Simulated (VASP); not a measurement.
Data:

```
CELL_PARAMETERS angstrom
      0.00000     3.06969     3.05442
      3.06969     0.00000     3.05442
      3.06969     3.06969     0.00000
ATOMIC_POSITIONS crystal
  Ga 0.00000 0.00000 0.00000
  Sb 0.25000 0.25000 0.25000
```

All values below come from PBEsol GGA, VASP's PBE PAW potentials (set 64) (plane waves; VASP). Run with 480 eV cut-off, 10×10×10 Γ-centred mesh, first-order Methfessel-Paxton smearing of 0.10 eV, potentials Ga_d Sb.

Unless said otherwise, spin-orbit coupling is left out, though it shifts the bands of the heavy elements here.

### Question
Predict the energy per atom (σ→0), band gap (on the k-mesh) with the smallest direct gap where there is one.

### Answer

* **band gap (on the k-mesh)**: 0.03 eV
* **smallest direct gap (on the k-mesh)**: 0.03 eV
* **energy per atom (σ→0)**: -4.076 eV/atom

Total energies compare only between runs with the same potentials, cut-off and functional.

The compound is GaSb in the zinc blende structure. This cell was strained or had an atom moved on purpose.
